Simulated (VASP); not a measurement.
## BrCI2H: atomic charges with PBE+TS

BrCI2H, in a box:

```
Br C I H
1.0
    12.00000    0.00000    0.00000
     0.00000   12.00000    0.00000
     0.00000    0.00000   13.00000
Br C I H
1 1 2 1
Direct
  0.43991 0.55114 0.62774
  0.50360 0.52992 0.49360
  0.62265 0.39821 0.49123
  0.37952 0.51235 0.37749
  0.54909 0.60529 0.47520
```

```yaml
Program: VASP 6.6.1
Task: atomic charges
Functional: PBE
Dispersion: TS
Potentials_or_basis: VASP PAW PBE potentials, release 64 (Br, C, I, H)
Cutoff: 520 eV
k_mesh: 1 × 1 × 1
Occupations: gaussian, width 0.01 eV
Spin: no spin polarisation
Further_INCAR_settings: ALGO = Normal; EDIFF = 1e-06
```

| Property | Result |
| --- | --- |
| Largest force | 0.469 eV/Å |
| Gap between the frontier levels | 2.94 eV |
| Valence electrons inside the program's atomic spheres | Br 4.87; C 2.35; I 4.29; H 0.70 |
| Hirshfeld charges | Br -0.01; C -0.07; I +0.02; H +0.04 e |
| Dispersion energy per atom | -0.004 eV |

Forces in eV/Å, atoms in the order of the input:
```
Br  -0.172  0.094  0.426
C    0.037  0.015 -0.061
I    0.314 -0.292 -0.004
I   -0.294 -0.008 -0.313
H    0.114  0.191 -0.049
```

Levels at points of the mesh, in eV from the valence-band top:
```
           k point  band 9  band 10  band 11  band 12  band 13  band 14  band 15  band 16  band 17
(0.00, 0.00, 0.00)   -1.22    -0.68    -0.48    -0.36     0.00     2.94     4.35     4.76     5.43
```

Run time: 3.8 min on 1 thread of Intel(R) Xeon(R) Platinum 8488C (Sapphire Rapids) (shared host), peak memory 1.4 GiB.

Caveat: spin-orbit coupling is left out, which moves the levels of the heavy elements. A hybrid or GW would open this gap; PBE tends to underestimate it.
